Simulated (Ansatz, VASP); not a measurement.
# SiB4 in VASP and in Ansatz

```
Si B
1.0
     4.00577    0.00000    0.00000
    -2.00288    3.46910    0.00000
     0.00000    0.00000    4.01178
Si B
1 4
Direct
  0.00000 0.00000 0.00000
  0.50000 0.00000 0.00000
  0.00000 0.50000 0.00000
  0.50000 0.50000 0.00000
  0.00000 0.00000 0.50000
```

Alike in both runs: functional PBE; k mesh 6 × 6 × 6; occupations gaussian, width 0.1 eV; no spin polarisation.

Ansatz relaxed the structure, and its values are those at the end. VASP's run is a single point on that final structure, the one shown.

|  | VASP | Ansatz |
| --- | --- | --- |
| version | VASP 6.6.1 | Ansatz 0.2.0 |
| potentials or method | VASP PAW PBE potentials, release 64 (Si, B) | scalar-relativistic, plane waves, PAW |
| plane-wave cutoff (eV) | 520 | 420 |
| valence electrons in the cell | 16 | 16 |

```csv
,VASP,Ansatz,Ansatz less VASP
gap on the k mesh at the Fermi level (eV),none,none,-
pressure (GPa),-0.2,0.0,+0.20
```

A gap of «none» marks a metal or a gap that the smearing closes. The functional is the same, so the differences come from potentials, cutoffs and numerics.
